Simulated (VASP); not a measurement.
Data:

```
CELL_PARAMETERS angstrom
      5.63852     0.00000     0.00000
      0.00000     5.63852     0.00000
      0.00000     0.00000     5.63852
ATOMIC_POSITIONS crystal
  Cs 0.00000 0.00000 0.00000
  Pb 0.50000 0.50000 0.50000
  Cl 0.50000 0.00000 0.50000
  Cl 0.00000 0.50000 0.50000
  Cl 0.50000 0.50000 0.00000
```

Calculation: optB86b-vdW, VASP's PBE PAW potentials (set 64) (plane waves; VASP). Run with 520 eV cut-off, 5×5×5 Γ-centred mesh, tetrahedra with Blöchl corrections, potentials Cs_sv Pb_d Cl.

The cores are frozen, which limits the accuracy of field gradients.

Q: Give the principal components of the electric field gradient (V/Å²) and the asymmetry η at each nucleus.

A: 
```json
[
 {"atom": "Cs1", "Vxx": "0.0", "Vyy": "0.0", "Vzz": "0.0", "η": "-"},
 {"atom": "Pb2", "Vxx": "0.0", "Vyy": "0.0", "Vzz": "0.0", "η": "-"},
 {"atom": "Cl3", "Vxx": "-41.2", "Vyy": "-41.2", "Vzz": "82.4", "η": "0.00"},
 {"atom": "Cl4", "Vxx": "-41.2", "Vyy": "-41.2", "Vzz": "82.4", "η": "0.00"},
 {"atom": "Cl5", "Vxx": "-41.2", "Vyy": "-41.2", "Vzz": "82.4", "η": "0.00"}
]
```

The compound is CsPbCl3 in the cubic perovskite structure, the ideal cubic form; the compound distorts at low or room temperature. It was relaxed first.
